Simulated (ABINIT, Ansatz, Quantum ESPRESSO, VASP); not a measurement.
## One structure in several programs: SrPd2 (Fd-3m, 6 atoms in the cell)

Self-consistent single point, at a second geometry (lattice scaled by 0.98). First geometry:

```xyz
6
Lattice="0.0000 3.9356 3.9356 3.9356 0.0000 3.9356 3.9356 3.9356 0.0000" Properties=species:S:1:pos:R:3 pbc="T T T"
Sr     5.9034     5.9034     5.9034
Sr     3.9356     3.9356     3.9356
Pd     2.9517     0.9839     2.9517
Pd     0.9839     0.9839     0.9839
Pd     0.9839     2.9517     2.9517
Pd     2.9517     2.9517     0.9839
```

Shared settings, as Ansatz (an electronic-structure program) writes them: kpoints.mp_grid.grid = 7 7 7; scf.occupations.method = gaussian; scf.occupations.width = 0.136 eV. Potentials and cutoffs stand in the table.

| code | model | ΔF from the first geometry (meV/atom) | pressure (GPa) | cutoff |
|---|---|---|---|---|
| VASP | PBEsol, VASP's PBE PAW potentials (set 64) | -2.2 | 2.54 | 300 eV |
| ABINIT | PBEsol, PAW (JTH v2.0 PBE PAW, files made for PBE) | -4.1 | 2.37 | 24 Ha |
| Ansatz | PBEsol, PAW files made with PBE | -3.8 | 2.49 | default |
| Quantum ESPRESSO | PBEsol, GBRV 1.5 ultrasoft (PBESOL) pseudopotentials | -2.1 | 2.75 | 40 Ry |

On Ansatz's run: spin polarisation is off.

The spread over the programs that give each value: ΔF from the first geometry within 2.0 meV/atom; pressure within 0.38 GPa.

Ansatz's pressure is given at a fixed set of plane waves, as the other plane-wave codes print theirs.

VASP's run is marked for a possible Pulay error in its stress at this cutoff; no cutoff test was made.

The starting cell comes from a database of computed structures (which also holds hypothetical and non-ambient phases and stackings), without a prior relaxation at this level. For this run, on top of that: lattice scaled by 0.98.

Left out of this page: GPAW, Elk, FLEUR and SIESTA (not drawn, or without a comparable value).

Keys are those of Ansatz 0.2.
